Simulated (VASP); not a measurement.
Input:

```xyz
2
Lattice="1.2550 -2.1737 0.0000 1.2550 2.1737 0.0000 0.0000 0.0000 4.0700" Properties=species:S:1:pos:R:3 pbc="T T T"
Co     1.2550     0.7246     1.0175
Co     1.2550    -0.7246     3.0525
```
Starting moments (μB, in the order of the record's atoms Co Co): 1.8 1.8.

Computed with PBE GGA, VASP's PBE PAW potentials (set 64) (plane waves; VASP). Settings: 400 eV cut-off, 15×15×8 Γ-centred mesh, first-order Methfessel-Paxton smearing of 0.10 eV, potentials Co.

Energy and stress use the plane-wave basis of the starting cell.

Problem. The ions, cell shape and volume are relaxed. Give the cell that the relaxation ends in.

Solution. 
```xyz
2
Lattice="1.2451 -2.1566 0.0000 1.2451 2.1566 0.0000 0.0000 0.0000 4.0232" Properties=species:S:1:pos:R:3 pbc="T T T"
Co     1.2451     0.7189     1.0058
Co     1.2451    -0.7189     3.0174
```
Space group P6_3/mmc (194), at a tolerance of 0.03 Å. The cell ends with 3.24 μB, on the sites 1.64 1.64 μB.

Problem. How do energy and volume change from the first to the last step?

Solution. The energy (σ→0) changes by -5.2 meV/atom and the volume by -2.7 %, in 7 ionic steps.

```csv
step,E(σ→0) (eV),max force (eV/Å),pressure (GPa),volume (Å³)
1,-14.0664,0.000,-5.40,22.21
2,-14.0655,0.000,6.37,21.02
3,-14.0768,0.000,0.02,21.62
4,-14.0768,0.000,0.12,21.61
5,-14.0769,0.000,0.11,21.61
6,-14.0769,0.000,0.11,21.61
7,-14.0769,0.000,0.09,21.61
```

The compound is Co in the hcp structure. This run relaxes it. Symmetry was kept, so distortions that lower it aren't found.
